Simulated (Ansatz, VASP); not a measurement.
# One calculation of KMgI3, two programs

Contents of INCAR:

```
SYSTEM = KMgI3
PREC = Accurate
ENCUT = 520
EDIFF = 1E-6
ISMEAR = 0
SIGMA = 0.01
LREAL = .FALSE.
LASPH = .TRUE.
NELM = 80
ALGO = Normal
ISIF = 2
LWAVE = .FALSE.
LCHARG = .FALSE.
GGA = PE
NBANDS = 24
```

KPOINTS

```
Automatic mesh
0
G
  4 4 4
  0 0 0
```

The input POSCAR:

```
KMgI3
1.0
    5.9671200335      0.0000000000      0.0000000000
    0.0000000000      5.9671200335      0.0000000000
    0.0000000000      0.0000000000      5.9671200335
K Mg I
1 1 3
Direct
    0.0000000000      0.0000000000      0.0000000000
    0.5000000000      0.5000000000      0.5000000000
    0.5000000000      0.5000000000      0.0000000000
    0.5000000000      0.0000000000      0.5000000000
    0.0000000000      0.5000000000      0.5000000000
```

Input for Ansatz:

```yaml
crystal:
  lattice:
    - [5.9671200335, 0.0, 0.0]
    - [0.0, 5.9671200335, 0.0]
    - [0.0, 0.0, 5.9671200335]
  atoms:
    - { symbol: K, position: [0.0, 0.0, 0.0] }
    - { symbol: Mg, position: [0.5, 0.5, 0.5] }
    - { symbol: I, position: [0.5, 0.5, 0.0] }
    - { symbol: I, position: [0.5, 0.0, 0.5] }
    - { symbol: I, position: [0.0, 0.5, 0.5] }
kpoints:
  mp_grid: { grid: [4, 4, 4] }
hamiltonian:
  xc: pbe
scf:
  occupations: { method: fixed }
  n_extra_bands: 5
output:
  forces: true
  stress: true
  eigenvalues: true
```

Alike in both runs: task single point; functional PBE; k mesh 4 × 4 × 4; no spin polarisation.

|  | VASP | Ansatz |
| --- | --- | --- |
| version | VASP 6.6.1 | Ansatz 0.2.0 |
| potentials or method | VASP PAW PBE potentials, release 64 (K_sv, Mg, I) | plane waves, PAW |
| plane-wave cutoff (eV) | 520 | 420 |
| occupations | gaussian, width 0.01 eV | fixed |
| valence electrons in the cell | 32 | 70 |

Ansatz gave:

| Item | Value |
| --- | --- |
| gap on the k mesh at the Fermi level (eV) | 1.09 |
| pressure (GPa) | -1.0 |

What did VASP give for the same quantities?

gap on the k mesh at the Fermi level (eV): 1.07; pressure (GPa): -1.0.

The two sets of potentials don't hold the same shells in valence.

Caveats: spin-orbit coupling is left out, which moves the levels of the heavy elements. A k mesh can miss the band edges. Expect the measured gap to be larger: semilocal functionals such as PBE lack the derivative discontinuity.
